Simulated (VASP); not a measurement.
Given:

```xyz
4
Lattice="3.4795 0.0000 0.0000 0.0000 3.4795 0.0000 0.0000 0.0000 3.4795" Properties=species:S:1:pos:R:3 pbc="T T T"
Al     0.0000     0.0000     0.0000
Ni     0.0000     1.7398     1.7398
Ni     1.7398     0.0000     1.7398
Ni     1.7398     1.7398     0.0000
```
Starting moments (μB, in the order of the record's atoms Al Ni Ni Ni): 0.0 0.3 0.3 0.3.

Method: revTPSS meta-GGA, VASP's PBE PAW potentials (set 64) (plane waves; VASP 6.6.1). Numerical set-up: 520 eV cut-off, 9×9×9 Γ-centred mesh, first-order Methfessel-Paxton smearing of 0.10 eV, potentials Al Ni.

Problem. Estimate the cell moment, energy per atom (σ→0), pressure, band gap (on the k-mesh) with the smallest direct gap where there is one.

Solution. 
```json
{
  "band gap (on the k-mesh)": "none (metal, semimetal or under 0.01 eV)",
  "cell_moment": "0.78 μB",
  "energy per atom (σ→0)": "-3045 meV/atom",
  "pressure": "6.84 GPa"
}
```

Problem. Give the moment on each site (PAW-sphere projection).

Solution. 
```csv
site,moment (μB)
Al1,-0.01
Ni2,0.28
Ni3,0.28
Ni4,0.28
```

Only differences to runs with the same potentials and settings are physical.

The compound is Ni3Al in the L1_2 structure. This cell is one point of a volume scan, at 0.97 of the reference volume.
